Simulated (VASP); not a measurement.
These are PBE GGA, VASP's PBE PAW potentials (set 64) (plane waves; VASP) values and carry that method's errors.

A VASP calculation is set up with these files.

### KPOINTS
```
Automatic
0
Gamma
 17 17 15
0 0 0
```

**POSCAR**
```
WC
2.910
  0.5000000000  -0.8660254296   0.0000000000
  0.5000000000   0.8660254296   0.0000000000
  0.0000000000   0.0000000000   0.9759450172
W C
1 1
Direct
  0.0000000000   0.0000000000   0.0000000000
  0.3333330000   0.6666670000   0.5000000000
```

**INCAR**
```
# general
SYSTEM  = WC
PREC    = Accurate
ENCUT   = 400
LREAL   = .False.
LASPH   = .True.   # aspherical one-centre terms

# electronic loop
EDIFF   = 1E-6   # SCF stop (eV)
NELM    = 100   # most electronic steps
ALGO    = Normal   # blocked Davidson
LMAXMIX = 6   # l cut-off of mixed one-centre charges

# smearing
ISMEAR  = 0
SIGMA   = 0.272   # width (eV)

# functional
GGA     = PE

# ions
ISIF    = 2   # forces and stress, cell fixed

# output
LWAVE   = .False.
LCHARG  = .False.
```

POTCAR, in this order: W_sv C (PBE.64 set). Program: vasp_std.

What VASP printed:

### OSZICAR
```
       N       E                     dE             d eps       ncg     rms          rms(c)
DAV:   1     0.955719192383E+02    0.95572E+02   -0.85097E+03  6893   0.130E+03
DAV:   2    -0.222083864522E+02   -0.11778E+03   -0.11470E+03  7979   0.341E+02
DAV:   3    -0.254801895493E+02   -0.32718E+01   -0.32500E+01  8275   0.552E+01
DAV:   4    -0.255094063924E+02   -0.29217E-01   -0.29200E-01  7655   0.543E+00
DAV:   5    -0.255096408942E+02   -0.23450E-03   -0.23449E-03  7989   0.497E-01    0.323E+01
DAV:   6    -0.225464151038E+02    0.29632E+01   -0.94433E+00  7719   0.316E+01    0.861E+00
DAV:   7    -0.224830855073E+02    0.63330E-01   -0.41300E-01  7049   0.567E+00    0.610E+00
DAV:   8    -0.224571201095E+02    0.25965E-01   -0.66840E-02  7634   0.247E+00    0.837E-01
DAV:   9    -0.224561974653E+02    0.92264E-03   -0.32830E-03  7502   0.459E-01    0.141E-01
DAV:  10    -0.224561452687E+02    0.52197E-04   -0.25264E-04  7974   0.213E-01    0.693E-02
DAV:  11    -0.224561431982E+02    0.20705E-05   -0.16823E-05  7514   0.393E-02    0.102E-02
DAV:  12    -0.224561419907E+02    0.12075E-05   -0.43234E-06  7124   0.204E-02    0.292E-03
DAV:  13    -0.224561420345E+02   -0.43750E-07   -0.87756E-08  3497   0.309E-03
   1 F= -.22456142E+02 E0= -.22450777E+02  d E =-.107299E-01
```

File OUTCAR:
```
------------------------ aborting loop because EDIFF is reached ----------------------------------------
  FORCE on cell =-STRESS in cart. coord.  units (eV):
  Direction    XX          YY          ZZ          XY          YZ          ZX
  --------------------------------------------------------------------------------------
  Total        0.5636345      0.5636345      0.5005403      0.0000000     -0.0000000      0.0000000
  in kB       43.3583908     43.3583934     38.5047824      0.0000000     -0.0000000      0.0000000
  external PRESSURE =      41.7405222 kB  Pullay stress =       0.0000000 kB
  volume of cell :       20.83
      direct lattice vectors                 reciprocal lattice vectors
     1.455000000 -2.520134000  0.000000000     0.343642612 -0.198402148  0.000000000
     1.455000000  2.520134000  0.000000000     0.343642612  0.198402148  0.000000000
     0.000000000  0.000000000  2.840000000     0.000000000  0.000000000  0.352112676
 POSITION                                       TOTAL-FORCE (eV/Angst)
 -----------------------------------------------------------------------------------
      0.00000      0.00000      0.00000         0.000000     -0.000000      0.000000
      1.45500      0.84005      1.42000        -0.000000      0.000000      0.000000
 -----------------------------------------------------------------------------------
    total drift:                               -0.000000     -0.000387      0.000000
  FREE ENERGIE OF THE ION-ELECTRON SYSTEM (eV)
  ---------------------------------------------------
  free  energy   TOTEN  =       -22.4561420345 eV

  energy  without entropy=      -22.4454120905  energy(sigma->0) =      -22.45077706
```
(Selected blocks of OUTCAR.)

At this cut-off the stress carries a Pulay error, which pulls relaxed volumes low.

The structure is a typed WC crystal. The cell was not relaxed at this level.
